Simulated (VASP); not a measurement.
# NaCl: exact exchange and RPA correlation

Wanted: where the RPA puts the energy minimum of NaCl. The scan starts from a database cell scaled to its smallest volume. The cell is of the rock-salt type. The start is a cell from a database of measured crystal structures.

Main program and level: VASP 6.6.1; RPA correlation on PBE orbitals; plane waves and PAW (Cl_GW, Na_sv_GW), in the first sound run; inputs show where later runs differ.

The database entry behind the starting cell differs from other determinations of this structure, so it need not match the best structure at room temperature.

## Step 1: The starting structure

It takes space group Fm-3m (No. 225, cubic). The conventional cell has a = 5.505 Å, b = 5.505 Å, c = 5.505 Å, α = 90.00°, β = 90.00°, γ = 90.00°. Nearest to Cl lie 6 Na at 2.75 Å. Nearest to Na lie 6 Cl at 2.75 Å. Farther neighbours, and contacts between anions beyond the nearest, are not listed.

## Step 2: Orbitals, volume ratio 0.94

RPA gives no stress here, so the energy is scanned over volumes, at one cutoff and mesh. Volumes are given as ratios to a reference cell, and this first cell is that cell scaled to 0.94. Each point starts from PBE orbitals, tightly converged.

INCAR

```
SYSTEM = NaCl
PREC = Accurate
ENCUT = 510
EDIFF = 1E-08
NELM = 100
ISMEAR = 0
SIGMA = 0.05
LREAL = .FALSE.
ALGO = Normal
GGA = PE
NBANDS = 14
LORBIT = 11
LWAVE = .TRUE.
LCHARG = .FALSE.
KPAR = 8
```

POSCAR

```
NaCl
1.0
    0.0000000000      2.7526369655      2.7526369655
    2.7526369655      0.0000000000      2.7526369655
    2.7526369655      2.7526369655      0.0000000000
Cl Na
1 1
Direct
    0.5000000000      0.5000000000      0.5000000000
    0.0000000000      0.0000000000      0.0000000000
```

KPOINTS

```
Automatic mesh
0
Gamma
4 4 4
0 0 0
```

Potentials, in the order of the species: Cl_GW and Na_sv_GW (PBE family, release 64).

The run is started by

```bash
> mpirun -np 8 vasp_std
```

Log:

```text
[banner, memory and clock lines left out]
running    8 mpi-ranks, on    1 nodes
 distrk:  each k-point on    1 cores,    8 groups
 distr:  one band on    1 cores,    1 groups

 POSCAR found type information on POSCAR ClNa
 POSCAR found :  2 types and       2 ions
|                                                                             |
|           W    W    AA    RRRRR   N    N  II  N    N   GGGG   !!!           |
|           W    W   A  A   R    R  NN   N  II  NN   N  G    G  !!!           |
|           W    W  A    A  R    R  N N  N  II  N N  N  G       !!!           |
|           W WW W  AAAAAA  RRRRR   N  N N  II  N  N N  G  GGG   !            |
|           WW  WW  A    A  R   R   N   NN  II  N   NN  G    G                |
|           W    W  A    A  R    R  N    N  II  N    N   GGGG   !!!           |
|                                                                             |
|     For optimal performance we recommend to set                             |
|       NCORE = 2 up to number-of-cores-per-socket                            |
|     NCORE specifies how many cores store one orbital (NPAR=cpu/NCORE).      |
|     This setting can greatly improve the performance of VASP for DFT.       |
|     The default, NCORE=1 might be grossly inefficient on modern             |
|     multi-core architectures or massively parallel machines. Do your        |
|     Unfortunately you need to use the default for GW and RPA                |
|     calculations (for HF NCORE is supported but not extensively tested      |
|     yet).                                                                   |
|                                                                             |

 LDA part: xc-table for (Slater+PW92), standard interpolation
 POSCAR, INCAR and KPOINTS ok, starting setup
 FFT: planning ... GRIDC
 FFT: planning ... GRID_SOFT
 FFT: planning ... GRID
 WAVECAR not read
 entering main loop
       N       E                     dE             d eps       ncg     rms          rms(c)
DAV:   1     0.135316E+03    0.13532E+03   -0.76402E+03   230   0.109E+03
DAV:   2    -0.242003E+01   -0.13774E+03   -0.12672E+03   284   0.334E+02
DAV:   3    -0.876559E+01   -0.63456E+01   -0.63056E+01   278   0.691E+01
DAV:   4    -0.895549E+01   -0.18990E+00   -0.18982E+00   346   0.125E+01
DAV:   5    -0.895871E+01   -0.32279E-02   -0.32277E-02   280   0.161E+00    0.162E+00
DAV:   6    -0.882296E+01    0.13576E+00   -0.17586E-01   296   0.367E+00    0.776E-01
DAV:   7    -0.881396E+01    0.89958E-02   -0.53118E-02   318   0.165E+00    0.398E-01
DAV:   8    -0.881859E+01   -0.46265E-02   -0.73144E-03   254   0.929E-01    0.424E-02
DAV:   9    -0.881863E+01   -0.41601E-04   -0.18121E-04   304   0.189E-01    0.205E-02
DAV:  10    -0.881869E+01   -0.57490E-04   -0.58227E-05   254   0.547E-02    0.212E-03
DAV:  11    -0.881869E+01   -0.11511E-05   -0.23704E-06   290   0.161E-02    0.118E-03
DAV:  12    -0.881869E+01   -0.36034E-06   -0.53743E-07   272   0.567E-03    0.112E-03
DAV:  13    -0.881869E+01    0.15890E-06   -0.86763E-08   290   0.270E-03    0.715E-05
DAV:  14    -0.881869E+01    0.56684E-08   -0.33887E-09   196   0.510E-04
   1 F= -.88186891E+01 E0= -.88186891E+01  d E =-.712649E-19
 writing wavefunctions
```

It took 3.2 s on 8 MPI ranks of Intel Xeon Platinum 8124M at 3.00GHz (Skylake/Cascade Lake), shared host; peak memory 1.3 GiB.

Lines that name or quote the potential files are left out of all logs, and their timing lines are given in words.

Parts of OUTCAR (step 2):

```text
ion  position               nearest neighbor table
   1  0.500  0.500  0.500-
   2  0.000  0.000  0.000-

  LATTYP: Found a face centered cubic cell.
 ALAT       =     5.5052739310

 Subroutine GETGRP returns: Found 48 space group operations
 (whereof 48 operations were pure point group operations)

The static configuration has the point symmetry O_h .

 Found      8 irreducible k-points:

   k-points           NKPTS =      8   k-points in BZ     NKDIM =      8   number of bands    NBANDS=     14

   dimension x,y,z NGX =    30 NGY =   30 NGZ =   30
   dimension x,y,z NGXF=    60 NGYF=   60 NGZF=   60

   ENCUT  =  510.0 eV  37.48 Ry    6.12 a.u.   7.17  7.17  7.17*2*pi/ulx,y,z

   NELECT =      16.0000    total number of electrons

 k-points in reciprocal lattice and weights: Automatic mesh
   0.00000000  0.00000000  0.00000000       0.016
   0.25000000  0.00000000  0.00000000       0.125
   0.50000000  0.00000000  0.00000000       0.062
   0.25000000  0.25000000  0.00000000       0.094
   0.50000000  0.25000000  0.00000000       0.375
  -0.25000000  0.25000000  0.00000000       0.188
   0.50000000  0.50000000  0.00000000       0.047
  -0.25000000  0.50000000  0.25000000       0.094

 average (electrostatic) potential at core
       1 -83.9005       2 -55.3102

 E-fermi :  -0.2004

 k-point     1 :       0.0000    0.0000    0.0000
  band No.  band energies     occupation
    ...
      4     -21.2000      2.00000
      5     -13.3389      2.00000
      6      -0.5064      2.00000
      7      -0.5064      2.00000
      8      -0.5064      2.00000
      9       4.9020      0.00000
     10      10.5861      0.00000
     11      10.5861      0.00000
     12      10.5861      0.00000
     13      12.7461      0.00000
    ...

 k-point     2 :       0.2500    0.0000    0.0000
  band No.  band energies     occupation
    ...
      4     -21.2016      2.00000
      5     -13.1386      2.00000
      6      -1.7285      2.00000
      7      -0.6648      2.00000
      8      -0.6648      2.00000
      9       6.3945      0.00000
     10       9.6461      0.00000
     11      10.9313      0.00000
     12      10.9313      0.00000
     13      12.7872      0.00000
    ...

 k-point     3 :       0.5000    0.0000    0.0000
  band No.  band energies     occupation
    ...
      4     -21.2031      2.00000
      5     -12.9243      2.00000
      6      -2.6554      2.00000
      7      -0.8128      2.00000
      8      -0.8128      2.00000
      9       6.8755      0.00000
     10      10.5453      0.00000
     11      10.5453      0.00000
     12      10.7367      0.00000
     13      15.0029      0.00000
    ...

  Total        0.7302810      0.7302810      0.7302810     -0.0000000      0.0000000     -0.0000000
  in kB       28.0494144     28.0494144     28.0494144     -0.0000000      0.0000000     -0.0000000
  external PRESSURE =      28.0494144 kB  Pullay stress =       0.0000000 kB

  energy-cutoff  :      510.00
  volume of cell :       41.71
      direct lattice vectors                 reciprocal lattice vectors
     0.000000000  2.752636965  2.752636965    -0.181644004  0.181644004  0.181644004
     2.752636965  0.000000000  2.752636965     0.181644004 -0.181644004  0.181644004
     2.752636965  2.752636965  0.000000000     0.181644004  0.181644004 -0.181644004

 POSITION                                       TOTAL-FORCE (eV/Angst)
 -----------------------------------------------------------------------------------
      2.75264      2.75264      2.75264         0.000000     -0.000000      0.000000
      0.00000      0.00000      0.00000        -0.000000      0.000000     -0.000000
 -----------------------------------------------------------------------------------
    total drift:                               -0.000000      0.000000      0.000000

  FREE ENERGIE OF THE ION-ELECTRON SYSTEM (eV)
  ---------------------------------------------------
  free  energy   TOTEN  =        -8.8186890973 eV

  energy  without entropy=       -8.8186890973  energy(sigma->0) =       -8.81868910

 total charge
# of ion       s       p       d       tot
------------------------------------------
    1        1.569   3.555   0.002   5.127
    2        2.002   5.992   0.020   8.014
--------------------------------------------------
tot          3.571   9.548   0.022  13.141

[... 3 further parts left out ...]
```

The gap is read on the k-mesh alone, so it is an upper bound where the band edges lie off the mesh.

A gap read on the k-mesh alone can miss the band edges.

This step gave:

| Quantity | Value |
| --- | --- |
| free energy (TOTEN) | -8.819 eV |
| Fermi energy | -0.2004 eV |
| pressure | 2.805 GPa |
| gap on the k-mesh | 5.408 eV |
| least direct gap on the k-mesh | 5.408 eV |

## Step 3: Exact exchange, volume ratio 0.94

This step: Hartree-Fock energy on PBE orbitals; plane waves and PAW (Cl_GW, Na_sv_GW) (VASP 6.6.1).

The Hartree-Fock energy is evaluated once on these orbitals (ALGO = Eigenval, NELM = 1), without letting them relax. It uses the mesh of the correlation step, since the long-wavelength errors of the two partly cancel, and the total energy is their sum.

INCAR

```
SYSTEM = NaCl
PREC = Accurate
ENCUT = 510
ISMEAR = 0
SIGMA = 0.05
LREAL = .FALSE.
GGA = PE
NBANDS = 14
ALGO = Eigenval
NELM = 1
LHFCALC = .TRUE.
AEXX = 1
ALDAC = 0
AGGAC = 0
PRECFOCK = Normal
LWAVE = .FALSE.
LCHARG = .FALSE.
```

POSCAR is that of step 2.

KPOINTS is that of step 2.

The WAVECAR or CHGCAR of an earlier step is read.

The run is started by

```bash
> mpirun -np 8 vasp_std
```

Log:

```text
[banner, memory and clock lines left out]
running    8 mpi-ranks, on    1 nodes
 distrk:  each k-point on    8 cores,    1 groups
 distr:  one band on    1 cores,    8 groups

 POSCAR found type information on POSCAR ClNa
 POSCAR found :  2 types and       2 ions
 [... a notice as in an earlier step ...]

 LDA part: xc-table for (Slater+PW92), standard interpolation
|                                                                             |
|           W    W    AA    RRRRR   N    N  II  N    N   GGGG   !!!           |
|           W    W   A  A   R    R  NN   N  II  NN   N  G    G  !!!           |
|           W    W  A    A  R    R  N N  N  II  N N  N  G       !!!           |
|           W WW W  AAAAAA  RRRRR   N  N N  II  N  N N  G  GGG   !            |
|           WW  WW  A    A  R   R   N   NN  II  N   NN  G    G                |
|           W    W  A    A  R    R  N    N  II  N    N   GGGG   !!!           |
|                                                                             |
|     The number of bands has been changed from the values supplied in        |
|     The orbitals not found in the WAVECAR file will be initialized with     |
|     random numbers, which is usually adequate. For correlated               |
|     calculations, however, you should redo the groundstate calculation.     |
|     I found NBANDS = 14. Now, NBANDS = 16.                                  |
|                                                                             |

 found WAVECAR, reading the header
  number of bands has changed, file:    14 present:    16
  trying to continue reading WAVECAR, but it might fail
 POSCAR, INCAR and KPOINTS ok, starting setup
 FFT: planning ... GRIDC
 FFT: planning ... GRID_SOFT
 FFT: planning ... GRID
 reading WAVECAR
 random initialization beyond band           14
 the WAVECAR file was read successfully
 initial charge from wavefunction
 entering main loop
       N       E                     dE             d eps       ncg     rms          rms(c)
EIG:   1    -0.142141E+02   -0.14214E+02    0.00000E+00     0   0.000E+00
   1 F= -.14214144E+02 E0= -.14214144E+02  d E =-.740615E-44
```

The job ended after 7.8 s (8 MPI ranks; peak memory 0.97 GiB; 58 s of CPU time).

OUTCAR, selected parts (step 3):

```text
The static configuration has the point symmetry O_h .

 Found      8 irreducible k-points:

   k-points           NKPTS =      8   k-points in BZ     NKDIM =     64   number of bands    NBANDS=     16

   NELECT =      16.0000    total number of electrons

  exchange ACFDT corr.  =         0.00000000  see jH, gK, PRB 81, 115126

 E-fermi :  -0.0191

 k-point     1 :       0.0000    0.0000    0.0000
  band No.  band energies     occupation
    ...
      4     -34.2359      2.00000
      5     -22.6481      2.00000
      6      -4.8715      2.00000
      7      -4.8715      2.00000
      8      -4.8715      2.00000
      9       9.1166      0.00000
     10      15.4906      0.00000
     11      15.4906      0.00000
     12      15.4906      0.00000
     13      18.4357      0.00000
    ...

 k-point     2 :       0.2500    0.0000    0.0000
  band No.  band energies     occupation
    ...
      4     -34.2356      2.00000
      5     -22.3839      2.00000
      6      -6.3926      2.00000
      7      -5.0883      2.00000
      8      -5.0883      2.00000
      9      10.7479      0.00000
     10      14.3958      0.00000
     11      16.0063      0.00000
     12      16.0063      0.00000
     13      18.3621      0.00000
    ...

 POSITION                                       TOTAL-FORCE (eV/Angst)
 -----------------------------------------------------------------------------------
      2.75264      2.75264      2.75264         0.000000     -0.000000      0.000000
      0.00000      0.00000      0.00000        -0.000000      0.000000     -0.000000
 -----------------------------------------------------------------------------------
    total drift:                                0.000001      0.000001      0.000002

  FREE ENERGIE OF THE ION-ELECTRON SYSTEM (eV)
  ---------------------------------------------------
  free  energy   TOTEN  =       -14.2141437448 eV

  energy  without entropy=      -14.2141437448  energy(sigma->0) =      -14.21414374

[... 7 parts as in an earlier step ...]

[... 5 further parts left out ...]
```

The k-mesh is coarse for unscreened exact exchange, which converges slowly with it.

This step gave:

```yaml
free_energy_toten: -14.21 eV
```

The Hartree-Fock energy on these orbitals is -7.1071 eV an atom.

## Step 4: Empty bands, volume ratio 0.94

This step: PBE; plane waves and PAW (Cl_GW, Na_sv_GW) (VASP 6.6.1).

ALGO = Exact makes the empty bands from the converged ground state in one step. LOPTICS writes the k-derivatives of the orbitals (WAVEDER), which give the long-wavelength limit of the screening.

INCAR

```
SYSTEM = NaCl
PREC = Accurate
ENCUT = 510
ISMEAR = 0
SIGMA = 0.05
LREAL = .FALSE.
GGA = PE
NBANDS = 1104
ALGO = Exact
NELM = 1
LWAVE = .TRUE.
LCHARG = .FALSE.
LOPTICS = .TRUE.
NEDOS = 1000
CSHIFT = 0.1
```

POSCAR is that of step 3.

KPOINTS is that of step 3.

The run is started by

```bash
> mpirun -np 8 vasp_std
```

Log:

```text
[banner, memory and clock lines left out]
running    8 mpi-ranks, on    1 nodes
 distrk:  each k-point on    8 cores,    1 groups
 distr:  one band on    1 cores,    8 groups

 POSCAR found type information on POSCAR ClNa
 POSCAR found :  2 types and       2 ions
 [... a notice as in an earlier step ...]

 LDA part: xc-table for (Slater+PW92), standard interpolation
 found WAVECAR, reading the header
  number of bands has changed, file:    14 present:  1104
  trying to continue reading WAVECAR, but it might fail
 POSCAR, INCAR and KPOINTS ok, starting setup
 FFT: planning ... GRIDC
 FFT: planning ... GRID_SOFT
 FFT: planning ... GRID
 reading WAVECAR
 random initialization beyond band           14
 the WAVECAR file was read successfully
 initial charge from wavefunction
 entering main loop
       N       E                     dE             d eps       ncg     rms          rms(c)
DIA:   1    -0.881869E+01   -0.88187E+01    0.00000E+00     0   0.000E+00
   1 F= -.88186891E+01 E0= -.88186891E+01  d E =-.104207E-59
 writing wavefunctions
 optical routines
 imaginary and real dielectric function
 recalculating local potential from charge density
 direction            1
 direction            2
 direction            3
```

Run time: 7.8 s. Hardware: 8 MPI ranks; peak memory 1.4 GiB.

Parts of OUTCAR (step 4):

```text
The static configuration has the point symmetry O_h .

 Found      8 irreducible k-points:

   k-points           NKPTS =      8   k-points in BZ     NKDIM =      8   number of bands    NBANDS=   1104

   NELECT =      16.0000    total number of electrons

 E-fermi :   0.0670

 k-point     1 :       0.0000    0.0000    0.0000
  band No.  band energies     occupation
    ...
      4     -21.2000      2.00000
      5     -13.3389      2.00000
      6      -0.5064      2.00000
      7      -0.5064      2.00000
      8      -0.5064      2.00000
      9       4.9020      0.00000
     10      10.5860      0.00000
     11      10.5860      0.00000
     12      10.5860      0.00000
     13      12.7461      0.00000
    ...

 k-point     2 :       0.2500    0.0000    0.0000
  band No.  band energies     occupation
    ...
      4     -21.2017      2.00000
      5     -13.1386      2.00000
      6      -1.7285      2.00000
      7      -0.6648      2.00000
      8      -0.6648      2.00000
      9       6.3945      0.00000
     10       9.6461      0.00000
     11      10.9313      0.00000
     12      10.9313      0.00000
     13      12.7872      0.00000
    ...

  Total        0.7305969      0.7305969      0.7305969     -0.0000000      0.0000000      0.0000000
  in kB       28.0615450     28.0615450     28.0615450     -0.0000000      0.0000000      0.0000000
  external PRESSURE =      28.0615450 kB  Pullay stress =       0.0000000 kB

 POSITION                                       TOTAL-FORCE (eV/Angst)
 -----------------------------------------------------------------------------------
      2.75264      2.75264      2.75264         0.000000      0.000000      0.000000
      0.00000      0.00000      0.00000        -0.000000     -0.000000     -0.000000
 -----------------------------------------------------------------------------------
    total drift:                               -0.000000      0.000000      0.000000

  FREE ENERGIE OF THE ION-ELECTRON SYSTEM (eV)
  ---------------------------------------------------
  free  energy   TOTEN  =        -8.8186890916 eV

  energy  without entropy=       -8.8186890916  energy(sigma->0) =       -8.81868909

 plasma frequency squared (from intraband transitions) (eV^2)
  --------------------------------------------------------------------------------------
       0.000       0.000       0.000
       0.000       0.000       0.000
       0.000       0.000       0.000

[... 8 parts as in an earlier step ...]

[... 4 further parts left out ...]
```

WAVECAR now holds 1104 bands for 16 electrons.

(Continued in part 2 of 6.)

[Long decimals in the printed logs are rounded to 6 places.]

[Lines on the potential files, build, host, timing and source positions are cut from VASP's logs without a mark.]

[Logs are printed without paths, hosts, clocks, repeated set-up lines and the standing remarks that a program may print on its own settings, such as how far it seeks lower states.]

[Hosts, paths, dates, database ids (printed as entryN), source tags and the programs' standing remarks are cut or masked in the printed files.]

[Measured values are set beside computed ones only where the two were judged alike; some that the calculation misses by far are left out.]

[Pressures printed for these runs are not shown converged in the cutoff: they can be off by several GPa and have the wrong sign.]
